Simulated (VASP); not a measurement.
All values below come from PBEsol GGA, VASP's PBE PAW potentials (set 64) (plane waves; VASP).

A VASP calculation is set up with these files.

INCAR:
```
SYSTEM=Co
PREC=Accurate; ENCUT=500; LREAL=F
LASPH=T
EDIFF=1E-6; NELM=100; ALGO=Normal
LMAXMIX=4
ISMEAR=1; SIGMA=0.1
GGA=PS
ISPIN=2; MAGMOM=2*1.6
IBRION=2; NSW=40; ISIF=3
EDIFFG=-0.02; PSTRESS=450
LWAVE=F; LCHARG=F; LORBIT=10
```

**POSCAR**
```
Co
1
    1.1734635022    -2.0324986555    -0.0000000000
    1.1734635022     2.0324986555     0.0000000000
    0.0000000000    -0.0000000000     3.7895177861
Co
2
Direct
  0.3333330000   0.6666670000   0.2500000000
  0.6666670000   0.3333330000   0.7500000000
```

**KPOINTS**
```
Automatic mesh
0
Gamma
18 18 10
0 0 0
```

POTCAR, in this order: Co (PBE.64 set). Program: vasp_std.

Output

OUTCAR:
```
 ion  position               nearest neighbor table
   1  0.333  0.667  0.250-   2 2.33   2 2.33   2 2.33   2 2.33   2 2.33   2 2.33
   2  0.667  0.333  0.750-   1 2.33   1 2.33   1 2.33   1 2.33   1 2.33   1 2.33
  LATTYP: Found a hexagonal cell.
 ALAT       =     2.3469272199
 C/A-ratio  =     1.6146720503
 Subroutine PRICEL returns:
 Original cell was already a primitive cell.
 Subroutine GETGRP returns: Found 24 space group operations
The static configuration has the point symmetry D_3d.
 The point group associated with its full space group is D_6h.
The dynamic configuration has the point symmetry D_3d.
The overall configuration has the point symmetry D_3d.
 Subroutine INISYM returns: Found 24 space group operations
 Subroutine IBZKPT returns following result:
 Found    222 irreducible k-points:

 Following reciprocal coordinates:
            Coordinates               Weight
  0.000000  0.000000  0.000000      1.000000
  0.055556  0.000000  0.000000      6.000000
  0.111111  0.000000  0.000000      6.000000
  0.166667  0.000000  0.000000      6.000000
  0.222222  0.000000  0.000000      6.000000
  0.277778 -0.000000  0.000000      6.000000
  0.333333  0.000000  0.000000      6.000000
  0.388889 -0.000000  0.000000      6.000000
  0.444444  0.000000  0.000000      6.000000
  0.500000  0.000000  0.000000      3.000000
  0.055556  0.055556  0.000000      6.000000
  0.111111  0.055556  0.000000     12.000000
  0.166667  0.055556  0.000000     12.000000
  0.222222  0.055556  0.000000     12.000000
  0.277778  0.055556  0.000000     12.000000
  0.333333  0.055556  0.000000     12.000000
  0.388889  0.055556  0.000000     12.000000
  0.444444  0.055556  0.000000     12.000000
  0.111111  0.111111  0.000000      6.000000
  0.166667  0.111111  0.000000     12.000000
  0.222222  0.111111  0.000000     12.000000
  0.277778  0.111111  0.000000     12.000000
  0.333333  0.111111  0.000000     12.000000
  0.388889  0.111111  0.000000     12.000000
  0.444444  0.111111  0.000000      6.000000
  0.166667  0.166667  0.000000      6.000000
  0.222222  0.166667  0.000000     12.000000
  0.277778  0.166667  0.000000     12.000000
  0.333333  0.166667  0.000000     12.000000
  0.388889  0.166667  0.000000     12.000000
  0.222222  0.222222  0.000000      6.000000
  0.277778  0.222222  0.000000     12.000000
  0.333333  0.222222  0.000000     12.000000
  0.388889  0.222222  0.000000      6.000000
  0.277778  0.277778  0.000000      6.000000
  0.333333  0.277778  0.000000     12.000000
  0.333333  0.333333  0.000000      2.000000
  0.000000  0.000000  0.100000      2.000000
  0.055556  0.000000  0.100000     12.000000
  0.111111  0.000000  0.100000     12.000000
   k-points           NKPTS =    222   k-points in BZ     NKDIM =    222   number of bands    NBANDS=     15
   number of dos      NEDOS =    301   number of ions     NIONS =      2
   total plane-waves  NPLWV =   9072
   dimension x,y,z NGX =    18 NGY =   18 NGZ =   28
   dimension x,y,z NGXF=    36 NGYF=   36 NGZF=   56
   ions per type =               2
   PREC   = accura    normal or accurate (medium, high low for compatibility)
   ISTART =      0    job   : 0-new  1-cont  2-samecut
   ICHARG =      2    charge: 1-file 2-atom 10-const
   ISPIN  =      2    spin polarized calculation?
   LNONCOLLINEAR =      F non collinear calculations
   LSORBIT =      F    spin-orbit coupling
   INIWAV =      1    electr: 0-lowe 1-rand  2-diag
   ENCUT  =  500.0 eV  36.75 Ry    6.06 a.u.   4.28  4.28  6.91*2*pi/ulx,y,z
   NELM   =    100;   NELMIN=  2; NELMDL= -5     # of ELM steps
   EDIFF  = 0.1E-05   stopping-criterion for ELM
...
```

File OSZICAR:
```
       N       E                     dE             d eps       ncg     rms          rms(c)
DAV:   1     0.758467460610E+02    0.75847E+02   -0.81800E+03 13864   0.161E+03
DAV:   2    -0.154342912188E+02   -0.91281E+02   -0.84285E+02 13348   0.257E+02
DAV:   3    -0.175157524990E+02   -0.20815E+01   -0.20376E+01 16050   0.543E+01
DAV:   4    -0.175495396439E+02   -0.33787E-01   -0.33780E-01 19024   0.533E+00
DAV:   5    -0.175498734613E+02   -0.33382E-03   -0.33381E-03 16467   0.495E-01    0.194E+01
DAV:   6    -0.153899689931E+02    0.21599E+01   -0.11035E+01 14853   0.716E+01    0.558E+00
DAV:   7    -0.151902817661E+02    0.19969E+00   -0.11056E+00 16015   0.212E+01    0.413E+00
DAV:   8    -0.151627439698E+02    0.27538E-01   -0.17783E-02 18979   0.166E+00    0.244E+00
DAV:   9    -0.151512328358E+02    0.11511E-01   -0.53250E-03 18828   0.121E+00    0.567E-01
DAV:  10    -0.151516689066E+02   -0.43607E-03   -0.36757E-04 18790   0.290E-01    0.314E-01
DAV:  11    -0.151520865780E+02   -0.41767E-03   -0.28535E-04 17136   0.320E-01    0.543E-02
DAV:  12    -0.151520742087E+02    0.12369E-04   -0.15664E-05 16224   0.474E-02    0.281E-02
DAV:  13    -0.151520705421E+02    0.36666E-05   -0.16340E-06 12176   0.235E-02    0.129E-02
DAV:  14    -0.151520691489E+02    0.13932E-05   -0.34979E-07  7766   0.921E-03    0.508E-03
DAV:  15    -0.151520688087E+02    0.34025E-06   -0.14907E-07  7318   0.612E-03
   1 F= -.10074969E+02 E0= -.10075105E+02  d E =-.100750E+02  mag=     2.9172
       N       E                     dE             d eps       ncg     rms          rms(c)
DAV:   1    -0.151501516251E+02    0.19175E-02   -0.50901E-03 15343   0.704E-01    0.902E-02
DAV:   2    -0.151500321091E+02    0.11952E-03   -0.23189E-04 16435   0.320E-01    0.457E-02
DAV:   3    -0.151500025763E+02    0.29533E-04   -0.38476E-05 16498   0.107E-01    0.332E-02
DAV:   4    -0.151499954781E+02    0.70982E-05   -0.62149E-06 15770   0.280E-02    0.846E-03
DAV:   5    -0.151499947343E+02    0.74385E-06   -0.93317E-07  7380   0.149E-02
   2 F= -.10074984E+02 E0= -.10075138E+02  d E =-.151206E-04  mag=     2.9149
```

### OUTCAR
```
------------------------ aborting loop because EDIFF is reached ----------------------------------------
  FORCE on cell =-STRESS in cart. coord.  units (eV):
  Direction    XX          YY          ZZ          XY          YZ          ZX
  --------------------------------------------------------------------------------------
  Total        5.0846156      5.0846172      5.0992638      0.0000000      0.0000000     -0.0000000
  in kB      450.8516444    450.8517819    452.1504952      0.0000000      0.0000000     -0.0000000
  external PRESSURE =       1.2846405 kB  Pullay stress =     450.0000000 kB
  volume of cell :       18.07
      direct lattice vectors                 reciprocal lattice vectors
     1.173839022 -2.033149136 -0.000000000     0.425952785 -0.245923917  0.000000000
     1.173839022  2.033149136  0.000000000     0.425952785  0.245923917  0.000000000
     0.000000000  0.000000000  3.785535105     0.000000000 -0.000000000  0.264163446
 POSITION                                       TOTAL-FORCE (eV/Angst)
 -----------------------------------------------------------------------------------
      1.17384      0.67772      0.94638         0.000000     -0.000000      0.000000
      1.17384     -0.67772      2.83915        -0.000000      0.000000      0.000000
 -----------------------------------------------------------------------------------
    total drift:                                0.000000     -0.000020     -0.000031
  FREE ENERGIE OF THE ION-ELECTRON SYSTEM (eV)
  ---------------------------------------------------
  free  energy   TOTEN  =       -15.1499947343 eV

  energy  without entropy=      -15.1504559353  energy(sigma->0) =      -15.15014847
  enthalpy is  TOTEN    =       -10.0749837801 eV   P V=        5.0750109541

 total charge

# of ion       s       p       d       tot
------------------------------------------
    1        0.575   0.708   7.417   8.700
    2        0.575   0.708   7.417   8.700
--------------------------------------------------
tot          1.150   1.415  14.834  17.399

 magnetization (x)

# of ion       s       p       d       tot
------------------------------------------
    1       -0.016  -0.052   1.509   1.440
    2       -0.016  -0.052   1.509   1.440
--------------------------------------------------
tot         -0.033  -0.104   3.017   2.880

 reached required accuracy - stopping structural energy minimisation
```
(Selected blocks of OUTCAR.)

### CONTCAR
```
Co
   1.00000000000000
     1.1738390219770904   -2.0331491360265290   -0.0000000000000000
     1.1738390219770904    2.0331491360265290    0.0000000000000000
     0.0000000000000000    0.0000000000000000    3.7855351052676935
  Co
     2
Direct
     0.3333330000000032    0.6666669999999968    0.2500000000000000
     0.6666669999999968    0.3333330000000032    0.7500000000000000
```

The compound is Co in the hcp structure. This run relaxes it under an external pressure of 45 GPa. Symmetry was kept, so distortions that lower it aren't found.
